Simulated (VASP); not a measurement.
```xyz
2
Lattice="1.7987 -3.1154 0.0000 1.7987 3.1154 0.0000 0.0000 0.0000 5.6356" Properties=species:S:1:pos:R:3 pbc="T T T"
Gd     1.7987     1.0385     1.4089
Gd     1.7987    -1.0385     4.2267
```

Calculation: revTPSS meta-GGA, VASP's PBE PAW potentials (set 64) (plane waves; VASP). Numerical set-up: 520 eV cut-off, 11×11×6 Γ-centred mesh, first-order Methfessel-Paxton smearing of 0.10 eV, potentials Gd_3.

The 4f electrons are frozen in the core of the lanthanide potential, so 4f levels, which can set the real gap, and their magnetism are missing.

**Question.** Estimate the energy per atom (σ→0), band gap (on the k-mesh) with the smallest direct gap where there is one.

**Answer.** 
```json
{
 "band gap (on the k-mesh)": "none (metal, semimetal or under 0.01 eV)",
 "energy per atom (σ→0)": "25.529 eV/atom"
}
```

The compound is Gd in the hcp structure. It was relaxed first. The start is the result of an earlier pass.
